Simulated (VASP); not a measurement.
```yaml
crystal:
  lattice:
    - [0.00000, 3.02940, 3.02940]
    - [3.02940, 0.00000, 3.02940]
    - [3.02940, 3.02940, 0.00000]
  atoms:
    - { symbol: Pb, position: [0.00000, 0.00000, 0.00000] }
    - { symbol: S, position: [0.50000, 0.50000, 0.50000] }
```

The base run (VASP): PBE GGA, plane waves, VASP's PBE PAW potentials (set 64). Settings: 400 eV cut-off, 7×7×7 Γ-centred mesh, Gaussian smearing of 0.050 eV, potentials Pb_d S.

One setting is varied; ΔE counts from the base run. The base run took about 20 core-seconds. Times come from single runs on busy shared machines, so they are rough: good to a factor of about 2.

Pressures at a finite cut-off, here 400 eV, hold a Pulay part, which wasn't tested here.

```
setting                            cost over the base run  electronic steps  ΔE (meV/atom)  pressure (GPa)
---------------------------------  ----------------------  ----------------  -------------  --------------
KPOINTS 5×5×5 Monkhorst-Pack mesh    within a factor of 2                13           -4.1           -1.43
KPOINTS 4×4×4 Monkhorst-Pack mesh    within a factor of 2                13           -7.3           -1.43
base run                                        reference                13            0.0           -1.33
KPOINTS 6×6×6 Monkhorst-Pack mesh    within a factor of 2                13            0.5           -1.31
KPOINTS 8×8×8 Monkhorst-Pack mesh           about 2 times                13            0.7           -1.30
```

Left out are runs that failed, have no time on record or changed the cell.

The compound is PbS in the rock salt structure. The cell was not relaxed at this level.
